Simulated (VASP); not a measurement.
Input:

```
CELL_PARAMETERS angstrom
      0.00000     3.14100     3.14100
      3.14100     0.00000     3.14100
      3.14100     3.14100     0.00000
ATOMIC_POSITIONS crystal
  Nd 0.00000 0.00000 0.00000
  Te 0.50000 0.50000 0.50000
```
Starting moments (μB, in the order of the record's atoms Nd Te): 3.0 0.0.

These are PBEsol GGA, VASP's PBE PAW potentials (set 64) (plane waves; VASP) values and carry that method's errors. Settings: 300 eV cut-off, 6×6×6 Γ-centred mesh, Gaussian smearing of 0.10 eV, potentials Nd Te.

Problem. Give the spin-up energies of bands 6 to 15 at the high-symmetry points, in eV from the Fermi level.

Solution. 
```csv
band,Γ,X,U,L,W
6,-2.04,-3.77,-3.96,-5.34,-3.87
7,-2.04,-2.59,-3.68,-3.61,-3.52
8,-2.04,-2.59,-3.12,-3.61,-3.52
9,-0.27,-1.42,-0.59,-0.41,-0.43
10,-0.27,-0.39,-0.40,-0.41,-0.43
11,-0.27,-0.22,-0.24,-0.25,-0.24
12,0.26,-0.22,-0.04,-0.03,0.03
13,0.29,0.10,0.07,0.16,0.04
14,0.29,0.35,0.19,0.16,0.16
15,0.29,0.35,0.48,0.45,0.48
```

Problem. Give the spin-down energies of bands 6 to 15 at the high-symmetry points, in eV from the Fermi level.

Solution. 
```
band      Γ      X      U      L      W
----  -----  -----  -----  -----  -----
6     -1.84  -3.54  -3.75  -5.13  -3.71
7     -1.84  -2.39  -3.45  -3.47  -3.30
8     -1.84  -2.39  -2.96  -3.47  -3.30
9      0.81  -0.96   0.35   1.40   1.30
10     0.81   1.89   1.80   1.96   1.30
11     0.81   2.03   1.98   1.96   1.97
12     1.52   2.06   2.02   2.04   2.03
13     1.52   2.06   2.04   2.36   2.16
14     1.69   2.45   2.36   2.36   2.16
15     2.23   2.61   2.63   2.70   2.57
```

It has no gap at this level: it comes out as a metal or semimetal.

The structure comes from a measured NdTe entry of the Crystallography Open Database, whose conditions weren't checked. The cell was not relaxed at this level.
